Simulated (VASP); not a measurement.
# Sn3P2 (P6_3/mmc) in VASP: density of states with PBE

Aim: the density of states of Sn3P2 with PBE.

Everything below comes from runs of VASP 6.6.1. Logs are shortened: lines on timing, memory, paths and dates and some standing lists are left out, and cuts for length are marked.

## Step 1: The crystal as given

It takes space group P6_3/mmc (No. 194, hexagonal). Conventional cell: a = 3.906 Å, b = 3.906 Å, c = 18.524 Å, α = 90.00°, β = 90.00°, γ = 120.00°. Sn (site symmetry -6m2) is surrounded by 6 P at 2.92 Å. Around Sn (site symmetry 3m) lie 3 P at 2.71 Å. Around P (site symmetry 3m) lie 6 Sn at 2.71 to 2.92 Å.

The cell was built by a generator and needn't be a form met in nature.

## Step 2: Density of states, PBE

POSCAR

```
Sn3P2
1.0
    3.9059060000      0.0000000000      0.0000000000
   -1.9529530000      3.3826130000      0.0000000000
    0.0000000000      0.0000000000     18.5236200000
Sn P
6 4
Direct
    0.0000000000      0.0000000000      0.2500000000
    0.0000000000      0.0000000000      0.7500000000
    0.3333330000      0.6666670000      0.9307960000
    0.6666670000      0.3333330000      0.4307960000
    0.3333330000      0.6666670000      0.5692040000
    0.6666670000      0.3333330000      0.0692040000
    0.3333330000      0.6666670000      0.1501210000
    0.6666670000      0.3333330000      0.6501210000
    0.3333330000      0.6666670000      0.3498790000
    0.6666670000      0.3333330000      0.8498790000
```

INCAR.step1

```
SYSTEM = Sn3P2
  PREC = Accurate
  ENCUT = 520
  EDIFF = 1E-7
  ISMEAR = 0
  SIGMA = 0.1
  LREAL = .FALSE.
  LASPH = .TRUE.
  NELM = 100
  ALGO = Normal
  ISIF = 2
  LWAVE = .FALSE.
  LCHARG = .TRUE.
  GGA = PE
  KPAR = 4
```

KPOINTS.step1

```
Automatic mesh
0
G
  8 8 2
  0 0 0
```

INCAR.step2

```
SYSTEM = Sn3P2
  PREC = Accurate
  ENCUT = 520
  EDIFF = 1E-7
  ISMEAR = -5
  SIGMA = 0.1
  LREAL = .FALSE.
  LASPH = .TRUE.
  NELM = 100
  ALGO = Normal
  ISIF = 2
  LWAVE = .FALSE.
  LCHARG = .FALSE.
  GGA = PE
  LORBIT = 11
  KPAR = 4
  NEDOS = 2001
  ICHARG = 11
```

KPOINTS.step2

```
Automatic mesh
0
G
  12 12 3
  0 0 0
```

Potentials or basis: VASP PAW PBE potentials, release 64 (Sn_d, P).

On the command line:

```console
$ cat potpaw_PBE.64/Sn_d/POTCAR potpaw_PBE.64/P/POTCAR > POTCAR
$ cp INCAR.step1 INCAR
$ cp KPOINTS.step1 KPOINTS
$ mpirun -np 4 vasp_std > vasp.out
$ cp INCAR.step2 INCAR
$ cp KPOINTS.step2 KPOINTS
$ mpirun -np 4 vasp_std > vasp.out
```

OUTCAR:

```text
SYSTEM = Sn3P2
   PREC = Accurate
   ENCUT = 520
   EDIFF = 1E-7
   ISMEAR = -5
   LREAL = .FALSE.
   LASPH = .TRUE.
   NELM = 100
   ISIF = 2
   GGA = PE
   LORBIT = 11
   ICHARG = 11

 ion  position               nearest neighbor table
   1  0.000  0.000  0.250-   7 2.92   9 2.92   7 2.92   9 2.92   7 2.92   9 2.92
   2  0.000  0.000  0.750-   8 2.92  10 2.92   8 2.92  10 2.92   8 2.92  10 2.92
   3  0.333  0.667  0.931-  10 2.71  10 2.71  10 2.71   6 3.41   6 3.41   6 3.41
   4  0.667  0.333  0.431-   9 2.71   9 2.71   9 2.71   5 3.41   5 3.41   5 3.41
   5  0.333  0.667  0.569-   8 2.71   8 2.71   8 2.71   4 3.41   4 3.41   4 3.41
   6  0.667  0.333  0.069-   7 2.71   7 2.71   7 2.71   3 3.41   3 3.41   3 3.41
   7  0.333  0.667  0.150-   6 2.71   6 2.71   6 2.71   1 2.92   1 2.92   1 2.92
   8  0.667  0.333  0.650-   5 2.71   5 2.71   5 2.71   2 2.92   2 2.92   2 2.92
   9  0.333  0.667  0.350-   4 2.71   4 2.71   4 2.71   1 2.92   1 2.92   1 2.92
  10  0.667  0.333  0.850-   3 2.71   3 2.71   3 2.71   2 2.92   2 2.92   2 2.92

  LATTYP: Found a hexagonal cell.
 ALAT       =     3.9059060000
 C/A-ratio  =     4.7424643604

  Lattice vectors:

 A1 = (   3.9059060000,   0.0000000000,   0.0000000000)
 A2 = (  -1.9529530000,   3.3826130000,   0.0000000000)
 A3 = (   0.0000000000,   0.0000000000,  18.5236200000)

Analysis of symmetry for initial positions (statically):
=====================================================================
 Subroutine PRICEL returns:
 Original cell was already a primitive cell.

 Routine SETGRP: Setting up the symmetry group for a
 hexagonal supercell.

 Subroutine GETGRP returns: Found 24 space group operations
 (whereof 12 operations were pure point group operations)
 out of a pool of 24 trial point group operations.

The static configuration has the point symmetry D_3d.
 The point group associated with its full space group is D_6h.

Analysis of symmetry for dynamics (positions and initial velocities):
=====================================================================
 Subroutine PRICEL returns:
 Original cell was already a primitive cell.

 Routine SETGRP: Setting up the symmetry group for a
 hexagonal supercell.

 Subroutine GETGRP returns: Found 24 space group operations
 (whereof 12 operations were pure point group operations)
 out of a pool of 24 trial point group operations.

The dynamic configuration has the point symmetry D_3d.
 The point group associated with its full space group is D_6h.

 Subroutine INISYM returns: Found 24 space group operations
 (whereof 12 operations are pure point group operations),
[... 134 lines left out ...]
     AMIX_MAG =   1.60;   BMIX_MAG =  1.00
  volume/ion in A,a.u.               =      24.47       165.16
  Fermi-wavevector in a.u.,A,eV,Ry     =   1.230796  2.325867 20.610894  1.514858
  Thomas-Fermi vector in A             =   2.365630
   LORBIT       =     11    0 simple, 1 ext, 2 COOP (PROOUT), +10 PAW based schemes
   GGA     = PE    functional components
   LHFCALC =     F    Hartree Fock is set to
   AEXX    =    0.0000 exact exchange contribution
   IVDW    =     0    specifies the selected vdW correction
   LEPSILON=     F    determine dielectric tensor
   LRPA    =     F    only Hartree local field effects (RPA)
 non-spin polarized calculation
 Fermi weights with tetrahedron method with Bloechl corrections
  energy-cutoff  :      520.00
  volume of cell :      244.74
 maximum number of plane-waves:      6651
 NGX is ok and might be reduce to    30

 number of electron     104.0000032 magnetization

 Free energy of the ion-electron system (eV)
  ---------------------------------------------------
  ext. energy  EPLUGINS =         0.00000000
  ---------------------------------------------------
  free energy    TOTEN  =       -44.31267059 eV

  energy without entropy =      -44.31267059  energy(sigma->0) =      -44.31267059

 E-fermi :   7.2970     XC(G=0): -10.0527

 val. band max:        7.3560299592   @ k =   0.0833   0.0833   0.3333
 cond. band min:       7.1466613994   @ k =   0.5000  -0.0000   0.3333
 fundamental gap:     -0.2093685598
 Fermi energy:         7.2970017874

 k-point     1 :       0.0000    0.0000    0.0000
  band No.  band energies     occupation
      1     -14.4257      2.00000
      2     -14.4257      2.00000
      3     -14.4256      2.00000
      4     -14.4256      2.00000
      5     -14.3951      2.00000
      6     -14.3951      2.00000
[... 1549 lines left out ...]
     61      10.5105      0.00000
     62      10.5995      0.00000

 [... further k-points ...]
[... 5 lines left out ...]
  --------------------------------------------------------------------------------------
  -------------------------------------------------------------------------------------
  Total       -0.4908437     -0.4908434      1.4966835      0.0000000      0.0000000      0.0000000
  in kB       -3.2133187     -3.2133172      9.7980714      0.0000000      0.0000000      0.0000000
  external PRESSURE =       1.1238119 kB  Pullay stress =       0.0000000 kB

 VOLUME and BASIS-vectors are now :
 -----------------------------------------------------------------------------
  energy-cutoff  :      520.00
  volume of cell :      244.74
      direct lattice vectors                 reciprocal lattice vectors
     3.905906000  0.000000000  0.000000000     0.256022546  0.147814722  0.000000000
    -1.952953000  3.382613000  0.000000000     0.000000000  0.295629444  0.000000000
     0.000000000  0.000000000 18.523620000     0.000000000  0.000000000  0.053985128

 POSITION                                       TOTAL-FORCE (eV/Angst)
 -----------------------------------------------------------------------------------
      0.00000      0.00000      4.63091         0.000000      0.000000     -0.000000
      0.00000      0.00000     13.89272        -0.000000      0.000000     -0.000000
     -0.00000      2.25508     17.24171         0.000000      0.000000     -0.034966
      1.95295      1.12754      7.97990        -0.000000     -0.000000     -0.034966
     -0.00000      2.25508     10.54372         0.000000     -0.000000      0.034966
      1.95295      1.12754      1.28191         0.000000      0.000000      0.034966
     -0.00000      2.25508      2.78078         0.000000      0.000000     -0.006646
      1.95295      1.12754     12.04259        -0.000000      0.000000     -0.006646
     -0.00000      2.25508      6.48103         0.000000     -0.000000      0.006646
      1.95295      1.12754     15.74284        -0.000000     -0.000000      0.006646
 -----------------------------------------------------------------------------------
    total drift:                               -0.001467      0.001086      0.000026

  FREE ENERGIE OF THE ION-ELECTRON SYSTEM (eV)
  ---------------------------------------------------
  free  energy   TOTEN  =       -44.3126705872 eV

  energy  without entropy=      -44.3126705872  energy(sigma->0) =      -44.31267059

 total charge

# of ion       s       p       d       tot
------------------------------------------
    1        1.313   0.787   9.996  12.096
    2        1.313   0.787   9.996  12.096
    3        1.260   0.920   9.994  12.175
    4        1.260   0.920   9.994  12.175
    5        1.260   0.920   9.994  12.175
    6        1.260   0.920   9.994  12.175
    7        1.074   1.379   0.000   2.452
    8        1.074   1.379   0.000   2.452
    9        1.074   1.379   0.000   2.452
   10        1.074   1.379   0.000   2.452
--------------------------------------------------
tot         11.964  10.770  59.968  82.701
```

Wall time 2.1 min (4 MPI ranks of Intel Xeon 6975P-C (Granite Rapids), shared host); peak memory 0.57 GiB.

Results:

```
Valence electrons inside the program's atomic spheres : Sn 12.10, 12.18; P 2.45
```

Levels at points of the mesh, in eV from the Fermi level:
```tsv
k point	band 48	band 49	band 50	band 51	band 52	band 53	band 54	band 55	band 56	band 57
(0.00, 0.00, 0.00)	-0.80	-0.80	-0.11	0.00	1.20	1.83	1.87	1.87	2.17	2.17
(0.50, 0.00, 0.00)	-2.28	-2.00	-1.75	-1.57	-1.45	0.39	0.44	0.52	0.72	1.01
```

States per cell in windows of 0.5 eV (zero at the Fermi level; states under -8 eV left out):
```
from (eV)  total  P7_p  P8_p  P9_p  P10_p  Sn3_p  Sn4_p
     -8.0   2.24  0.04  0.04  0.04   0.04   0.01   0.01
     -7.5   2.84  0.04  0.04  0.04   0.04   0.01   0.01
     -7.0   2.08  0.03  0.03  0.03   0.03   0.01   0.01
     -6.5   1.95  0.03  0.03  0.03   0.03   0.01   0.01
     -6.0   0.81  0.01  0.01  0.01   0.01   0.01   0.01
     -5.5   0.46  0.01  0.01  0.01   0.01   0.00   0.00
     -5.0   2.06  0.08  0.08  0.08   0.08   0.06   0.06
     -4.5   2.26  0.09  0.09  0.09   0.09   0.07   0.07
     -4.0   1.87  0.08  0.08  0.08   0.08   0.06   0.06
     -3.5   2.66  0.12  0.12  0.12   0.12   0.08   0.08
     -3.0   3.44  0.17  0.17  0.17   0.17   0.11   0.11
     -2.5   3.32  0.18  0.18  0.18   0.18   0.11   0.11
     -2.0   3.06  0.17  0.17  0.17   0.17   0.11   0.11
     -1.5   3.02  0.18  0.18  0.18   0.18   0.10   0.10
     -1.0   1.59  0.08  0.08  0.08   0.08   0.06   0.06
     -0.5   1.64  0.05  0.05  0.05   0.05   0.06   0.06
      0.0   1.92  0.06  0.06  0.06   0.06   0.07   0.07
      0.5   2.40  0.05  0.05  0.05   0.05   0.10   0.10
      1.0   2.55  0.05  0.05  0.05   0.05   0.12   0.12
      1.5   3.08  0.05  0.05  0.05   0.05   0.15   0.15
      2.0   2.59  0.05  0.05  0.05   0.05   0.13   0.13
      2.5   2.45  0.08  0.08  0.08   0.08   0.11   0.11
      3.0   4.17  0.15  0.15  0.15   0.15   0.18   0.18
      3.5   0.66  0.03  0.03  0.03   0.03   0.03   0.03
      4.0   0.00  0.00  0.00  0.00   0.00   0.00   0.00
      4.5   0.00  0.00  0.00  0.00   0.00   0.00   0.00
```

Caveat: tetrahedron occupations give inexact forces and stress in metals.
